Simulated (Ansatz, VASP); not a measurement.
## HgH2: VASP beside Ansatz

Aim: how closely do two programs agree when they are given the same cell, functional and k mesh? The cell is generated by rule, not measured, and may not be a known phase. The two relaxations start from unlike cells of this crystal (the structure described is Ansatz's start), so only their ends are compared.

Program: Ansatz 0.2.0. Level of theory: plane waves, with VASP 6.6.1 beside it; relaxation of cell and atoms at PBE. Results are calculated unless marked as measured.

The structure was built from a prototype and need not be the compound's stable phase.

## Step 1: The starting structure

The structure is trigonal, space group P-3m1 (No. 164). Conventional cell: a = 3.509 Å, b = 3.509 Å, c = 5.685 Å, α = 90.00°, β = 90.00°, γ = 120.00°. Nearest to Hg lie 6 H at 2.47 Å. H has 3 Hg at 2.47 Å nearest. Farther neighbours are not listed.

## Step 2: VASP: relaxation of cell and atoms, PBE

The relaxed volume is the usual yardstick between codes: in a stiff, nearly cubic crystal its relative difference is about their pressure difference at one cell divided by the bulk modulus.

Lines of VASP's logs that name or quote its potential files are left out, and so is its time.

The input, INCAR:

```
SYSTEM = HgH2
PREC = Accurate
ENCUT = 500
EDIFF = 1E-07
NELM = 120
ISMEAR = 0
SIGMA = 0.1
LREAL = .FALSE.
ALGO = Normal
GGA = PE
NBANDS = 13
LORBIT = 11
LWAVE = .FALSE.
LCHARG = .FALSE.
ISIF = 3
IBRION = 2
NSW = 80
EDIFFG = -0.005
LASPH = .TRUE.
GGA_COMPAT = .FALSE.
NELMIN = 4
KPAR = 2
```

The input, POSCAR:

```
HgH2
1.0
    3.3317158631      0.0000000000      0.0000000000
   -1.6658579315      2.8853510446      0.0000000000
    0.0000000000      0.0000000000      4.2551601738
Hg H
1 2
Direct
    0.0000000000      0.0000000000      0.0000000000
    0.3333332785      0.6666665570      0.2005451599
    0.6666667215      0.3333334430      0.7994548401
```

The input, KPOINTS:

```
Automatic mesh
0
Gamma
6 6 4
0 0 0
```

Potentials, in the order of the species: Hg and H (PBE family, release 64).

The run is started by

```sh
mpirun -np 2 vasp_std
```

Numbers of over 12 decimals in the logs are rounded to 6 here.

The log of the run:

```text
[banner, memory and clock lines left out]
running    2 mpi-ranks, on    1 nodes
 distrk:  each k-point on    1 cores,    2 groups
 distr:  one band on    1 cores,    1 groups

 POSCAR found type information on POSCAR HgH
 POSCAR found :  2 types and       3 ions
 LDA part: xc-table for (Slater+PW92), standard interpolation
 POSCAR, INCAR and KPOINTS ok, starting setup
 FFT: planning ... GRIDC
 FFT: planning ... GRID_SOFT
 FFT: planning ... GRID
 WAVECAR not read
 entering main loop
       N       E                     dE             d eps       ncg     rms          rms(c)
DAV:   1     0.743859591303E+02    0.74386E+02   -0.67316E+03   640   0.945E+02
DAV:   2    -0.353000633269E+01   -0.77916E+02   -0.72428E+02   704   0.226E+02
DAV:   3    -0.533394123011E+01   -0.18039E+01   -0.17985E+01   754   0.371E+01
DAV:   4    -0.533688262767E+01   -0.29414E-02   -0.29414E-02   679   0.165E+00
DAV:   5    -0.533689080706E+01   -0.81794E-05   -0.81794E-05   749   0.779E-02    0.775E+00
DAV:   6    -0.493247340922E+01    0.40442E+00   -0.85555E-01   709   0.107E+01    0.582E+00
DAV:   7    -0.489175340258E+01    0.40720E-01   -0.17666E-01   669   0.293E+00    0.230E+00
DAV:   8    -0.489116825313E+01    0.58515E-03   -0.22869E-02   659   0.177E+00    0.203E-01
DAV:   9    -0.489125146220E+01   -0.83209E-04   -0.82190E-04   674   0.348E-01    0.981E-02
DAV:  10    -0.489129001933E+01   -0.38557E-04   -0.11233E-04   689   0.107E-01    0.130E-02
DAV:  11    -0.489129486186E+01   -0.48425E-05   -0.14439E-05   734   0.417E-02    0.691E-03
DAV:  12    -0.489129426425E+01    0.59760E-06   -0.27399E-06   689   0.212E-02    0.106E-03
DAV:  13    -0.489129432907E+01   -0.64818E-07   -0.13325E-07   602   0.279E-03
   1 F= -.48912943E+01 E0= -.48902004E+01  d E =-.489129E+01
[... from here on, the cycles between the ionic steps are left out ...]
   2 F= -.48913248E+01 E0= -.48902309E+01  d E =-.304854E-04
   3 F= -.48913350E+01 E0= -.48902411E+01  d E =-.406888E-04
   4 F= -.48913604E+01 E0= -.48902662E+01  d E =-.253890E-04
   5 F= -.48914231E+01 E0= -.48903276E+01  d E =-.881320E-04
   6 F= -.48914886E+01 E0= -.48903895E+01  d E =-.153601E-03
   7 F= -.48914922E+01 E0= -.48903920E+01  d E =-.157208E-03
   8 F= -.48915093E+01 E0= -.48904106E+01  d E =-.171022E-04
   9 F= -.48915130E+01 E0= -.48904138E+01  d E =-.207819E-04
 curvature:  -1.69 expect dE=-0.272E-04 dE for cont linesearch -0.151E-07
 trial: gam= 1.08904 g(F)=  0.170E-05 g(S)=  0.144E-04 ort =-0.422E-06 (trialstep = 0.184E+01)
 search vector abs. value=  0.389E-04
 bond charge predicted
       N       E                     dE             d eps       ncg     rms          rms(c)
DAV:   1    -0.489160944301E+01   -0.96390E-04   -0.30415E-03   654   0.587E-01    0.686E-02
DAV:   2    -0.489153847151E+01    0.70971E-04   -0.21606E-04   674   0.202E-01    0.226E-02
DAV:   3    -0.489153409962E+01    0.43719E-05   -0.13051E-05   674   0.387E-02    0.211E-02
DAV:   4    -0.489153401443E+01    0.85187E-07   -0.22006E-06   624   0.131E-02    0.135E-03
DAV:   5    -0.489153401884E+01   -0.44145E-08   -0.17134E-07   388   0.497E-03
  10 F= -.48915340E+01 E0= -.48904369E+01  d E =-.210112E-04
 trial-energy change:   -0.000021  1 .order   -0.000022   -0.000029   -0.000015
 step:   3.7488(harm=  3.7488)  dis= 0.00342  next Energy=    -4.891542 (dE=-0.293E-04)
 reached required accuracy - stopping structural energy minimisation
```

OUTCAR, selected parts (step 2):

```text
ion  position               nearest neighbor table
   1  0.000  0.000  0.000-   2 2.10   3 2.10   3 2.10   2 2.10   3 2.10   2 2.10
   2  0.333  0.667  0.201-   1 2.10   1 2.10   1 2.10
   3  0.667  0.333  0.799-   1 2.10   1 2.10   1 2.10

  LATTYP: Found a hexagonal cell.
 ALAT       =     3.3317158631
 C/A-ratio  =     1.2771677864

 Subroutine GETGRP returns: Found 12 space group operations
 (whereof 12 operations were pure point group operations)

The static configuration has the point symmetry D_3d.

 Found     24 irreducible k-points:

   k-points           NKPTS =     24   k-points in BZ     NKDIM =     24   number of bands    NBANDS=     13

   dimension x,y,z NGX =    24 NGY =   24 NGZ =   32
   dimension x,y,z NGXF=    48 NGYF=   48 NGZF=   64

   ENCUT  =  500.0 eV  36.75 Ry    6.06 a.u.   6.07  6.07  7.76*2*pi/ulx,y,z

   NELECT =      14.0000    total number of electrons

 k-points in reciprocal lattice and weights: Automatic mesh
   0.00000000  0.00000000  0.00000000       0.007
   0.16666667  0.00000000  0.00000000       0.042
   0.33333333  0.00000000  0.00000000       0.042
   0.50000000  0.00000000  0.00000000       0.021
   0.16666667  0.16666667  0.00000000       0.042
   0.33333333  0.16666667  0.00000000       0.083
   0.33333333  0.33333333  0.00000000       0.014
   0.00000000  0.00000000  0.25000000       0.014
   0.16666667  0.00000000  0.25000000       0.042
[...]
0.33333333  0.16666667  0.50000000       0.083
   0.33333333  0.33333333  0.50000000       0.014

 average (electrostatic) potential at core
       1 -42.8940       2 -36.3164       3 -36.3164

 E-fermi :  -0.0763

 k-point     1 :       0.0000    0.0000    0.0000
  band No.  band energies     occupation
    ...
      3      -6.5444      2.00000
      4      -6.2470      2.00000
      5      -5.8602      2.00000
      6      -5.8602      2.00000
      7      -1.6335      2.00000
      8       6.1970      0.00000
      9       8.6501      0.00000
     10       9.4761      0.00000
     11      12.3531      0.00000
     12      12.3531      0.00000
    ...

 k-point     2 :       0.1667    0.0000    0.0000
  band No.  band energies     occupation
    ...
      3      -6.3329      2.00000
      4      -6.1661      2.00000
      5      -6.1094      2.00000
      6      -5.8918      2.00000
      7      -0.7955      2.00000
      8       5.8952      0.00000
      9       7.0449      0.00000
     10       8.3851      0.00000
     11      10.4828      0.00000
     12      12.1014      0.00000
    ...

 k-point     3 :       0.3333    0.0000    0.0000
  band No.  band energies     occupation
    ...
      3      -6.2840      2.00000
      4      -6.0086      2.00000
      5      -5.8897      2.00000
      6      -5.8161      2.00000
      7      -0.1074      1.34002
      8       3.0464      0.00000
      9       6.9926      0.00000
     10       7.9801      0.00000
     11       8.3548      0.00000
     12      11.7997      0.00000
    ...

  Total       -0.0119249     -0.0119249     -0.0020288     -0.0000000      0.0000000     -0.0000000
  in kB       -0.4725159     -0.4725161     -0.0803902     -0.0000000      0.0000000     -0.0000000
  external PRESSURE =      -0.3418074 kB  Pullay stress =       0.0000000 kB

  energy-cutoff  :      500.00
  volume of cell :       40.43
      direct lattice vectors                 reciprocal lattice vectors
     3.330797969 -0.000000000  0.000000000     0.300228356  0.173336894 -0.000000000
    -1.665398984  2.884556124 -0.000000000     0.000000000  0.346673789  0.000000000
     0.000000000 -0.000000000  4.208437308    -0.000000000 -0.000000000  0.237617892

 POSITION                                       TOTAL-FORCE (eV/Angst)
 -----------------------------------------------------------------------------------
      1.66540      2.88456      4.20844         0.000000      0.000000      0.000000
      0.00000      1.92304      0.85306         0.000000     -0.000000      0.001865
      1.66540      0.96152      3.35538        -0.000000      0.000000     -0.001865
 -----------------------------------------------------------------------------------
    total drift:                                0.000000      0.000000     -0.000000

  FREE ENERGIE OF THE ION-ELECTRON SYSTEM (eV)
  ---------------------------------------------------
  free  energy   TOTEN  =        -4.8915340188 eV

  energy  without entropy=       -4.8893398707  energy(sigma->0) =       -4.89043694

 reached required accuracy - stopping structural energy minimisation

 total charge
# of ion       s       p       d       tot
------------------------------------------
    1        0.784   0.349   9.326  10.460
    2        0.451   0.011   0.000   0.462
    3        0.451   0.011   0.000   0.462
--------------------------------------------------
tot          1.686   0.370   9.326  11.383

[... 3 further parts left out ...]
```

The run keeps the 12 symmetry operations of its start, so it cannot find a distortion of lower symmetry.

## Step 3: Ansatz: relaxation of cell and atoms, PBE

Ansatz runs on its default PAW (the set named soft_2) files.

Its own start cell and the same functional, mesh and smearing now go to Ansatz, which takes its cutoff from its data sets.

The input, input.yaml:

```yaml
crystal:
  lattice:
    - [3.509, 0.0, 0.0]
    - [-1.7545, 3.03888, 0.0]
    - [0.0, 0.0, 5.68458]
  atoms:
    - { symbol: Hg, position: [0.0, 0.0, 0.0] }
    - { symbol: H, position: [0.333333, 0.666667, 0.25] }
    - { symbol: H, position: [0.666667, 0.333333, 0.75] }
kpoints:
  mp_grid: { grid: [6, 6, 4] }
hamiltonian:
  xc: pbe
scf:
  occupations: { method: gaussian, width: 0.1 }
output:
  forces: true
  stress: true
  eigenvalues: true
relax:
  adjacent_minimum: "off"
  f_tol: 0.05
  max_steps: 80
  cell: { stress_tol: 0.5 }
```

The run is started by

```sh
ansatz run input.yaml --threads 4 --pin off --max-ram 7168MiB --backend cpu --events-out ev --progress --plain --runs-dir out
```

The log of the run:

```text
Warning: the atoms were moved onto the symmetric positions of the space group found under crystal.symmetry.tolerance 1.0e-5 (fractional; no operation is sought that the atoms, as they stand in a round, miss by more than twice it, and no atom is moved by as much as it), and the run uses the moved positions. Before a round's move an operation carried an atom to 3.51e-6 Å from where it should land, the largest such dist [...]
The last accepted step is kept in <dir> (removed where the run ends without a failure and the disk answers)
Engine: ansatz 0.2.0, x86_64-unknown-linux-gnu
Pseudopotentials: kind: paw
Pseudopotential: Hg, paw, valence charge 20, recommended cutoff 420 eV (normal), Hg.paw.azcp
Pseudopotential: H, paw, valence charge 1, recommended cutoff 420 eV (normal), H.paw.azcp
Functional definition: PBE
  parameter kappa = 0.804
  parameter beta = 0.066725
  exchange = pbe_x(kappa = kappa, mu = beta*pi^2/3)
  correlation = pbe_c(beta = beta)
Crystal: 3 atoms, lattice volume = 60.617 Å³
Basis set: ecut = 420 eV, 1165 PW (Γ), exchange–correlation on 48×48×80 points (8 copies of the dense FFT grid, shifted against one another)
Bands: 15, of which v1, the nominal top of the filled ones, is band 11 counted from 1 (10 counted from 0)
Symmetry: 12 space group operations
Space group: P-3m1 (ITA 164), of the structure as read, at distance tolerance 3.9e-5 Å
k-points: 24 of 144
Non-local potential: Hg, projectors of the file, l = 0: 3, l = 1: 2, l = 2: 2, l = 3: 1
Non-local potential: H, projectors of the file, l = 0: 2, l = 1: 1
PAW form: soft (Blöchl's): semilocal exchange-correlation on the pseudo side does not see the compensation charge
PAW one-centre angular grid: Hg, 590 points (default); XC on 64 Gauss nodes
PAW one-centre angular grid: H, 110 points (default); XC on 64 Gauss nodes
Initial density: superposition of atomic densities (neutral atoms: chi_scale 0, normalization atom), corrected by the library's trained network
Initial wavefunctions: pseudopotential atomic-orbital guess
Functional: x = pbe(κ = 0.804, μ = 0.219515), c = pbe(β = 0.066725)
SCF iter   1: F=—  HF=-13842.178033 eV  |F-HF|=—  |Δ(HF+E_count)|=         —  Δρ=1.34e-3  dr2=6.45e-4  ethr=1.77e-3  ⟨swp⟩=5.6  Hψ=1773  notcnv=0
[...]
SCF iter   5: F=—  HF=-13842.781416 eV  |F-HF|=—  |Δ(HF+E_count)|=   5.18e-5  Δρ=1.32e-4  dr2=1.57e-5  ethr=1.74e-6  ⟨swp⟩=1.8  Hψ=437  notcnv=0
SCF iter   6: F=—  HF=-13842.781405 eV  |F-HF|=—  |Δ(HF+E_count)|=   1.10e-5  Δρ=2.34e-5  dr2=4.13e-7  ethr=7.15e-8  ⟨swp⟩=2.4  Hψ=517  notcnv=0
SCF iter   7: F=-13842.781405 eV  HF=-13842.781405 eV  |F-HF|=4.10e-9  |Δ(HF+E_count)|=   6.81e-8  Δρ=6.37e-6  dr2=2.22e-8  ethr=1.36e-9  ⟨swp⟩=5.2  Hψ=1631  notcnv=0
SCF 2 converged in 7 iterations: F = -13842.781405 eV  dr2 = 2.22e-8
relax step   2: F+E_penalty+E_count = -13842.78140470 eV  Δ(F+E_penalty+E_count) = -6.021e-1 eV  max|allowed force component| = 8.015e-1 eV/Å  Δτ_max = 0.1949 Å  P = -6.076 GPa  Ω = 55.551 Å³  energy of the carried Pulay correction = +2.387e-3 eV  (7 SCF iters, dr2 threshold 3.00e-7 eV, accepted)
[...]
relax step   3: F+E_penalty+E_count = -13843.11892473 eV  Δ(F+E_penalty+E_count) = -3.375e-1 eV  max|allowed force component| = 2.195e-1 eV/Å  Δτ_max = 0.1950 Å  P = -0.546 GPa  Ω = 49.784 Å³  energy of the carried Pulay correction = +5.371e-3 eV  (7 SCF iters, dr2 threshold 3.00e-7 eV, accepted)
[...]
relax step   4: F+E_penalty+E_count = -13843.14683557 eV  Δ(F+E_penalty+E_count) = -2.791e-2 eV  max|allowed force component| = 2.612e-2 eV/Å  Δτ_max = 0.1360 Å  P = +0.049 GPa  Ω = 51.153 Å³  energy of the carried Pulay correction = +4.635e-3 eV  (6 SCF iters, dr2 threshold 3.00e-7 eV, accepted)
[...]
relax step   5: F+E_penalty+E_count = -13843.14276643 eV  Δ(F+E_penalty+E_count) = +4.069e-3 eV  max|allowed force component| = 2.664e-2 eV/Å  Δτ_max = 0.0000 Å  P = +0.019 GPa  Ω = 51.153 Å³  stress off target by 1.54e-1 GPa  SCF on the basis re-selected at this cell (its energy is not comparable with the rows above)  (6 SCF iters)
basis re-selected at this cell: Δ(F+E_penalty+E_count) = +4.069e-3 eV, ΔP = -0.029 GPa vs the last step (what re-selecting the basis moved, of the pressure what is left beyond the Pulay correction that the steps carried, after the strain that the cell walked since its last selection, with what the two solves' SCF thresholds leave and, on support functions, any second-order correction that the steps lacked; it is no measure of the basis error at this ecutwfc). The dense FFT grid was sized anew with the basis: this SCF ran on 24×24×36 points, the steps before it on 24×24×40, so part of this shift can come from that change (see relax.cell in the input reference). [rest of the remark cut]
SCF converged after 6 iterations
Free energy (F): -13843.142766 eV
Harris-Foulkes:  -13843.142766 eV  (|F-HF|=3.64e-11)
Internal energy: -13843.136294 eV  (E = F + TS)
E sigma→0 (E₀):  -13843.139530 eV
Entropy (-TS):   -0.006472 eV (-2.157 meV/atom)
Fermi energy:    4.263510 eV
--- Per-component energies (eV) ---
  E_band       = -581.881262
  E_kinetic    = 627.474158
  E_local      = -4212.486234  (includes V_loc(G=0)·N_el)
  E_nonlocal   = 74.685106
  E_hartree    = 1826.868504
  E_xc         = -237.074219
  E_vxc        = -283.824487  (∫ρ·V_xc dr)
  E_paw        = -9944.725541  (= ΣΔE_a)
  E_vpaw       = -441.465459  (= ΣTr[D̂ρ^β])
  E_aug_tail   = -0.000855  (compensation charges beyond the density's cutoff)
  E_ewald      = -1977.877213
  E_smearing   = -0.006472  (= −TS)
  E_closure    = 0.000000  (closes the sum)
  Σ components = -13843.142766   (vs F -13843.142766, Δ=0.00e0)
--- Forces (eV/Å), atoms counted from 1 ---
  atom   1  Hg     0.00000000     0.00000000     0.00000000
  atom   2  H     -0.00000000    -0.00000000     0.02664212
  atom   3  H      0.00000000     0.00000000    -0.02664212
  max |Σ_I F_I| component: 3.47e-18 eV/Å
--- Stress (GPa, compression-positive) ---
        0.106025      -0.000000      -0.000000
        0.000000       0.106025      -0.000000
        0.000000      -0.000000      -0.153979
  P = ⅓ Tr σ = 0.0194 GPa (0.194 kbar)
--- Band table (eV; the first three rows and the last of 24) ---
  k-point 0: bands = [... 7 lower, -1.3964, -1.2888, -1.2888, 2.1337, 9.3513, 12.0485, 13.7325, 17.3284]
  k-point 1: bands = [... 7 lower, -1.3419, -1.2896, -1.2896, 1.8723, 9.6163, 12.6046, 13.8913, 17.4184]
  k-point 2: bands = [... 7 lower, -1.2903, -1.2903, -1.2804, 1.6205, 9.8145, 13.1292, 15.2302, 16.0296]
  k-point 23: bands = [... 7 lower, -1.6884, -1.3127, 3.4109, 3.4109, 3.7780, 9.8507, 10.7795, 10.7795]
--- Relaxed structure (4 steps of the walk, 4 accepted, 1 SCFs on fresh bases) ---
  F+E_penalty+E_count = -13843.14276643 eV   max|allowed force component| = 2.664e-2 eV/Å   (the final SCF, on the basis selected at the relaxed cell)
  cell:  # Å, volume = 51.1528 Å³
    - [3.326174, 0.0, 0.0]
    - [-1.663087, 2.880551, 0]
    - [0.0, 0, 5.338863]
  atoms:
    - { symbol: Hg, position: [0, 0, 0.0] }
    - { symbol: H, position: [0.333333, 0.666667, 0.157486] }
    - { symbol: H, position: [0.666667, 0.333333, 0.842514] }
```

Reading the cycles: dr2 is the Hartree energy of the density residual (eV), the measure of convergence; HF is the Harris–Foulkes estimate of the energy, which meets the free energy F at convergence.

## Step 4: Comparison

Known differences besides the potentials themselves: the data sets hold 22 valence electrons in Ansatz (on its default PAW (the set named soft_2) files) and 14 in VASP; the cutoff is 420 eV in Ansatz and 500 eV in VASP; Ansatz adds a Pulay correction to the stress that steers its cell, VASP none. Total energies have different zeros and are not compared.

Compared:

```
                                         quantity  Ansatz   VASP  difference
                                      volume (Å³)   51.15  40.43    +26.51 %
edge a after relaxation, in the typed setting (Å)   3.326  3.331     -0.14 %
edge c after relaxation, in the typed setting (Å)   5.339  4.208    +26.86 %
```

## Step 5: Results

```yaml
difference_in_edge_c_after_relaxation_in_the_typed_setting_relaxation_of_cell_and_atoms_pbe: 27 %
```

In words: The difference in edge c after relaxation, in the typed setting is 27 % (relaxation of cell and atoms, PBE), beyond the 1.2 % picked in this series as the mark of a large difference, as far as the stopping tolerances let one tell. The data sets hold unlike numbers of valence electrons (22 in Ansatz and 14 in VASP), so part of the differences comes from the potentials. What causes the difference of the relaxation of cell and atoms, PBE pair stays open here. 4 further runs of this series are not shown here. How closely two codes agree says nothing of how well the functional describes the real material.

[Lines on the potential files, build, host, timing and source positions are cut from VASP's logs without a mark.]

[Logs are printed without paths, hosts, clocks, repeated set-up lines and the standing remarks that a program may print on its own settings, such as how far it seeks lower states.]

[Hosts, paths, dates, database ids (printed as entryN), source tags and the programs' standing remarks are cut or masked in the printed files.]
